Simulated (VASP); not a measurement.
Consider the following.

```yaml
crystal:
  lattice:
    - [0.00000, 3.18412, 3.18412]
    - [3.18412, 0.00000, 3.18412]
    - [3.18412, 3.18412, 0.00000]
  atoms:
    - { symbol: Na, position: [0.25000, 0.25000, 0.25000] }
    - { symbol: Na, position: [0.75000, 0.75000, 0.75000] }
    - { symbol: S, position: [0.00000, 0.00000, 0.00000] }
```

Level of theory: PBE GGA with D3 dispersion (Becke-Johnson damping), VASP's PBE PAW potentials (set 64) (plane waves; VASP). Run with 520 eV cut-off, 6×6×6 Γ-centred mesh, Gaussian smearing of 0.050 eV, potentials Na_pv S.

**Question.** What does the run give for the energy per atom (σ→0), pressure, band gap (on the k-mesh) with the smallest direct gap where there is one?

**Answer.** 
```
Quantity                                      Value
-----------------------------------  --------------
band gap (on the k-mesh)                    2.76 eV
smallest direct gap (on the k-mesh)         2.76 eV
energy per atom (σ→0)                -3.561 eV/atom
pressure                                  12.0 kbar
```

Total energies compare only between runs with the same potentials, cut-off and functional.

The compound is Na2S in the antifluorite structure. This cell is one point of a volume scan, at 0.97 of the reference volume.
